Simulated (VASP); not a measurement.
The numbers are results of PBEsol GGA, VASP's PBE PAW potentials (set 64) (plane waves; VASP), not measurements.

The input files of a VASP run:

**INCAR**
```
SYSTEM = Zr
PREC = Accurate
ENCUT = 530
EDIFF = 1E-7
NELM = 100
ALGO = Normal
LREAL = .FALSE.
LASPH = .TRUE.
ISMEAR = 1
SIGMA = 0.1
GGA = PS
LMAXMIX = 4
LWAVE = .FALSE.
LCHARG = .FALSE.
IBRION = 6
ISIF = 3
NFREE = 2
POTIM = 0.015
NSW = 1
```

### POSCAR
```
Zr
1
    1.5897709225    -2.7535639584     0.0000000000
    1.5897709225     2.7535639584     0.0000000000
    0.0000000000     0.0000000000     5.1253340679
Zr
2
Direct
  0.3333330000   0.6666670000   0.2500000000
  0.6666670000   0.3333330000   0.7500000000
```

**KPOINTS**
```
Automatic mesh
0
Gamma
12 12 7
0 0 0
```

POTCAR, in this order: Zr_sv (PBE.64 set). Program: vasp_std.

Output of the run:

**OSZICAR**
```
...
DAV:   8    -0.181566640658E+02    0.51650E-06   -0.24680E-07  8080   0.619E-03    0.100E-03
DAV:   9    -0.181566641658E+02   -0.99981E-07   -0.29580E-08  6472   0.159E-03
   8 F= -.18156664E+02 E0= -.18156833E+02  d E =0.507233E-03
       N       E                     dE             d eps       ncg     rms          rms(c)
DAV:   1    -0.182333603199E+02   -0.76696E-01   -0.25612E+00 10136   0.141E+01    0.154E+00
DAV:   2    -0.181736908217E+02    0.59669E-01   -0.10995E-01 10768   0.261E+00    0.738E-01
DAV:   3    -0.181565813249E+02    0.17109E-01   -0.67190E-02 13408   0.191E+00    0.119E-01
DAV:   4    -0.181566506570E+02   -0.69332E-04   -0.86464E-04 10280   0.302E-01    0.542E-02
DAV:   5    -0.181566640708E+02   -0.13414E-04   -0.47220E-05 13056   0.658E-02    0.495E-03
DAV:   6    -0.181566641762E+02   -0.10538E-06   -0.14813E-06 12448   0.129E-02    0.199E-03
DAV:   7    -0.181566641862E+02   -0.10079E-07   -0.22196E-07  9592   0.398E-03
   9 F= -.18156664E+02 E0= -.18156833E+02  d E =0.507233E-03
       N       E                     dE             d eps       ncg     rms          rms(c)
DAV:   1    -0.181826050982E+02   -0.25941E-01   -0.20893E+00  8936   0.139E+01    0.909E-01
DAV:   2    -0.181638663836E+02    0.18739E-01   -0.56841E-02 10968   0.200E+00    0.496E-01
DAV:   3    -0.181563582818E+02    0.75081E-02   -0.32298E-02 12488   0.137E+00    0.108E-01
DAV:   4    -0.181566838681E+02   -0.32559E-03   -0.86472E-04 10856   0.263E-01    0.468E-02
DAV:   5    -0.181573116338E+02   -0.62777E-03   -0.49128E-04 13040   0.159E-01    0.522E-03
DAV:   6    -0.181573454096E+02   -0.33776E-04   -0.71830E-06 10552   0.263E-02    0.301E-03
DAV:   7    -0.181573720624E+02   -0.26653E-04   -0.51685E-07 11488   0.590E-03    0.732E-04
DAV:   8    -0.181573726041E+02   -0.54170E-06   -0.25511E-08  5520   0.167E-03    0.196E-04
DAV:   9    -0.181573731088E+02   -0.50474E-06   -0.56213E-09  5336   0.665E-04    0.470E-05
DAV:  10    -0.181573731114E+02   -0.25252E-08   -0.19516E-09  4976   0.338E-04
  10 F= -.18157373E+02 E0= -.18157523E+02  d E =0.450578E-03
       N       E                     dE             d eps       ncg     rms          rms(c)
DAV:   1    -0.182225290786E+02   -0.65156E-01   -0.24822E+00  9608   0.136E+01    0.147E+00
DAV:   2    -0.181724756408E+02    0.50053E-01   -0.81391E-02 10536   0.240E+00    0.718E-01
DAV:   3    -0.181572664937E+02    0.15209E-01   -0.51910E-02 12384   0.181E+00    0.111E-01
DAV:   4    -0.181573685386E+02   -0.10204E-03   -0.69228E-04  9672   0.277E-01    0.423E-02
DAV:   5    -0.181573727980E+02   -0.42594E-05   -0.40218E-05 12000   0.604E-02    0.469E-03
DAV:   6    -0.181573730458E+02   -0.24779E-06   -0.17271E-06 12760   0.108E-02    0.185E-03
DAV:   7    -0.181573730988E+02   -0.52999E-07   -0.65315E-08  7752   0.235E-03
  11 F= -.18157373E+02 E0= -.18157523E+02  d E =0.450541E-03
       N       E                     dE             d eps       ncg     rms          rms(c)
DAV:   1    -0.181895782513E+02   -0.32205E-01   -0.18582E+00 10024   0.117E+01    0.905E-01
DAV:   2    -0.181682101592E+02    0.21368E-01   -0.43112E-02 11048   0.175E+00    0.488E-01
DAV:   3    -0.181578481101E+02    0.10362E-01   -0.27477E-02 12624   0.130E+00    0.103E-01
DAV:   4    -0.181574045605E+02    0.44355E-03   -0.12408E-03 11336   0.309E-01    0.214E-02
DAV:   5    -0.181573717678E+02    0.32793E-04   -0.11146E-04 12648   0.828E-02    0.454E-03
DAV:   6    -0.181573727019E+02   -0.93407E-06   -0.28608E-06 11752   0.153E-02    0.972E-04
DAV:   7    -0.181573728438E+02   -0.14198E-06   -0.42767E-08  9216   0.181E-03    0.365E-04
DAV:   8    -0.181573728894E+02   -0.45560E-07   -0.61259E-09  5552   0.694E-04
  12 F= -.18157373E+02 E0= -.18157528E+02  d E =0.465239E-03
       N       E                     dE             d eps       ncg     rms          rms(c)
DAV:   1    -0.182217627330E+02   -0.64390E-01   -0.24729E+00  9592   0.135E+01    0.146E+00
DAV:   2    -0.181725908042E+02    0.49172E-01   -0.85981E-02 11200   0.245E+00    0.720E-01
DAV:   3    -0.181572761031E+02    0.15315E-01   -0.52903E-02 12416   0.183E+00    0.114E-01
DAV:   4    -0.181573741629E+02   -0.98060E-04   -0.75408E-04  9744   0.289E-01    0.434E-02
DAV:   5    -0.181573726476E+02    0.15153E-05   -0.63898E-05 11688   0.744E-02    0.424E-03
DAV:   6    -0.181573728980E+02   -0.25037E-06   -0.18044E-06 12960   0.119E-02    0.110E-03
DAV:   7    -0.181573729057E+02   -0.77521E-08   -0.28573E-08  8040   0.148E-03
  13 F= -.18157373E+02 E0= -.18157528E+02  d E =0.465215E-03
       N       E                     dE             d eps       ncg     rms          rms(c)
DAV:   1    -0.181694659242E+02   -0.12093E-01   -0.19468E+00  9584   0.146E+01    0.537E-01
DAV:   2    -0.181642625039E+02    0.52034E-02   -0.52130E-02 12296   0.212E+00    0.335E-01
DAV:   3    -0.181579193334E+02    0.63432E-02   -0.18895E-02 13328   0.111E+00    0.229E-02
DAV:   4    -0.181579535418E+02   -0.34208E-04   -0.31970E-04 11392   0.169E-01    0.120E-02
DAV:   5    -0.181579699712E+02   -0.16429E-04   -0.12640E-05 14496   0.335E-02    0.312E-03
DAV:   6    -0.181579730098E+02   -0.30386E-05   -0.58436E-07 10960   0.808E-03    0.971E-04
DAV:   7    -0.181579745537E+02   -0.15439E-05   -0.39164E-08  7856   0.211E-03    0.182E-04
DAV:   8    -0.181579745928E+02   -0.39046E-07   -0.51494E-09  6064   0.686E-04
  14 F= -.18157975E+02 E0= -.18158146E+02  d E =0.513365E-03
       N       E                     dE             d eps       ncg     rms          rms(c)
DAV:   1    -0.181539212507E+02    0.40533E-02   -0.26229E+00  9472   0.165E+01    0.197E-01
DAV:   2    -0.181581835071E+02   -0.42623E-02   -0.48180E-02 11224   0.228E+00    0.118E-01
DAV:   3    -0.181579905834E+02    0.19292E-03   -0.78408E-04 14984   0.222E-01    0.283E-02
DAV:   4    -0.181579758790E+02    0.14704E-04   -0.28371E-05 12520   0.456E-02    0.850E-03
DAV:   5    -0.181579746780E+02    0.12010E-05   -0.31183E-06 12352   0.190E-02    0.876E-04
DAV:   6    -0.181579746420E+02    0.36018E-07   -0.13894E-07  9072   0.402E-03
  15 F= -.18157975E+02 E0= -.18158146E+02  d E =0.513369E-03
       N       E                     dE             d eps       ncg     rms          rms(c)
DAV:   1    -0.181544023434E+02    0.35723E-02   -0.21554E+00  3584   0.155E+01    0.148E-01
DAV:   2    -0.181578088248E+02   -0.34065E-02   -0.38465E-02  4704   0.215E+00    0.848E-02
DAV:   3    -0.181576550964E+02    0.15373E-03   -0.70502E-04  4776   0.212E-01    0.298E-02
DAV:   4    -0.181576255641E+02    0.29532E-04   -0.73514E-05  4384   0.659E-02    0.159E-02
DAV:   5    -0.181576025797E+02    0.22984E-04   -0.11070E-05  4608   0.291E-02    0.242E-03
DAV:   6    -0.181576024072E+02    0.17253E-06   -0.56932E-07  4440   0.935E-03    0.654E-04
DAV:   7    -0.181576025972E+02   -0.19008E-06   -0.65868E-08  2520   0.295E-03    0.270E-04
DAV:   8    -0.181576027403E+02   -0.14305E-06   -0.16526E-08  2272   0.143E-03    0.561E-05
DAV:   9    -0.181576027627E+02   -0.22453E-07   -0.36747E-09  2144   0.535E-04
  16 F= -.18157603E+02 E0= -.18157762E+02  d E =0.478700E-03
       N       E                     dE             d eps       ncg     rms          rms(c)
DAV:   1    -0.181524354420E+02    0.51673E-02   -0.34771E+00  3584   0.197E+01    0.226E-01
DAV:   2    -0.181577574168E+02   -0.53220E-02   -0.66363E-02  4120   0.273E+00    0.122E-01
DAV:   3    -0.181576436704E+02    0.11375E-03   -0.11482E-03  5608   0.264E-01    0.528E-02
DAV:   4    -0.181576064418E+02    0.37229E-04   -0.10179E-04  3944   0.782E-02    0.117E-02
DAV:   5    -0.181576032392E+02    0.32026E-05   -0.13167E-05  4360   0.277E-02    0.359E-03
DAV:   6    -0.181576028711E+02    0.36812E-06   -0.12421E-06  4608   0.127E-02    0.920E-04
DAV:   7    -0.181576028418E+02    0.29242E-07   -0.65478E-08  2496   0.268E-03
  17 F= -.18157603E+02 E0= -.18157762E+02  d E =0.478712E-03
```

**OUTCAR**
```
------------------------ aborting loop because EDIFF is reached ----------------------------------------
  FORCE on cell =-STRESS in cart. coord.  units (eV):
  Direction    XX          YY          ZZ          XY          YZ          ZX
  --------------------------------------------------------------------------------------
  Total        0.0457935      0.0457935      0.0502025      0.0000000      0.0000000      0.0000000
  in kB        1.6350550      1.6350549      1.7924787      0.0000000      0.0000000      0.0000000
  external PRESSURE =       1.6875295 kB  Pullay stress =       0.0000000 kB
  volume of cell :       44.87
      direct lattice vectors                 reciprocal lattice vectors
     1.589770923 -2.753563958  0.000000000     0.314510722 -0.181582853  0.000000000
     1.589770923  2.753563958  0.000000000     0.314510722  0.181582853  0.000000000
     0.000000000  0.000000000  5.125334068     0.000000000  0.000000000  0.195109233
 POSITION                                       TOTAL-FORCE (eV/Angst)
 -----------------------------------------------------------------------------------
      1.58977      0.91786      1.26633         0.000000      0.000000      0.062353
      1.58977     -0.91786      3.84400        -0.000000      0.000000     -0.062353
 -----------------------------------------------------------------------------------
    total drift:                                0.000000      0.000739     -0.003302
  FREE ENERGIE OF THE ION-ELECTRON SYSTEM (eV)
  ---------------------------------------------------
  free  energy   TOTEN  =       -18.1576028418 eV

  energy  without entropy=      -18.1580815533  energy(sigma->0) =      -18.15776241

   1 f  =    4.720731 THz    29.661225 2PiTHz  157.466622 cm-1    19.523364 meV
             X         Y         Z           dx          dy          dz
      1.589771  0.917856  1.281334    -0.000000    0.000000    0.707107
      1.589771 -0.917856  3.844001     0.000000    0.000000   -0.707107

   2 f  =    2.164726 THz    13.601378 2PiTHz   72.207503 cm-1     8.952585 meV
             X         Y         Z           dx          dy          dz
      1.589771  0.917856  1.281334     0.707107    0.000000    0.000000
      1.589771 -0.917856  3.844001    -0.707107   -0.000000    0.000000

   3 f  =    2.164726 THz    13.601377 2PiTHz   72.207502 cm-1     8.952585 meV
             X         Y         Z           dx          dy          dz
      1.589771  0.917856  1.281334    -0.000000    0.707107    0.000000
      1.589771 -0.917856  3.844001     0.000000   -0.707107    0.000000

   4 f  =    0.000000 THz     0.000000 2PiTHz    0.000001 cm-1     0.000000 meV
             X         Y         Z           dx          dy          dz
      1.589771  0.917856  1.281334     0.707107    0.000000    0.000000
      1.589771 -0.917856  3.844001     0.707107   -0.000000    0.000000

   5 f  =    0.000000 THz     0.000000 2PiTHz    0.000000 cm-1     0.000000 meV
             X         Y         Z           dx          dy          dz
      1.589771  0.917856  1.281334    -0.000000    0.000000    0.707107
      1.589771 -0.917856  3.844001     0.000000    0.000000    0.707107

   6 f/i=    0.000000 THz     0.000000 2PiTHz    0.000001 cm-1     0.000000 meV
             X         Y         Z           dx          dy          dz
      1.589771  0.917856  1.281334     0.000000    0.707107    0.000000
      1.589771 -0.917856  3.844001    -0.000000    0.707107    0.000000

 ELASTIC MODULI CONTR FROM IONIC RELAXATION (kBar)
 Direction    XX          YY          ZZ          XY          YZ          ZX
 --------------------------------------------------------------------------------
 XX         -83.1249     83.1249     -0.0000      0.0000      0.0000      0.0000
 YY          83.1249    -83.1249      0.0000     -0.0000      0.0000      0.0000
 ZZ          -0.0000      0.0000     -0.0000     -0.0000      0.0000      0.0000
 XY           0.0000     -0.0000     -0.0000    -83.1249      0.0000      0.0000
 YZ           0.0000      0.0000      0.0000      0.0000      0.0000      0.0000
 ZX           0.0000      0.0000      0.0000      0.0000      0.0000      0.0000
 --------------------------------------------------------------------------------

 TOTAL ELASTIC MODULI (kBar)
 Direction    XX          YY          ZZ          XY          YZ          ZX
 --------------------------------------------------------------------------------
 XX        1427.5802    699.2636    755.2585     -0.0000      0.0000      0.0000
 YY         699.2636   1427.5801    755.2584      0.0000      0.0000      0.0000
 ZZ         755.2585    755.2584   1648.2417      0.0000      0.0000      0.0000
 XY           0.0000     -0.0000     -0.0000    364.1583      0.0000      0.0000
 YZ           0.0000      0.0000      0.0000     -0.0000    221.1267      0.0000
 ZX           0.0000     -0.0000      0.0000      0.0000      0.0000    221.1267
 --------------------------------------------------------------------------------
```
(Selected blocks of OUTCAR.)

Finite-difference elastic constants of metals are sensitive to mesh and smearing; shear constants can be off by tens of GPa.

The compound is Zr in the hcp structure. It was relaxed first.
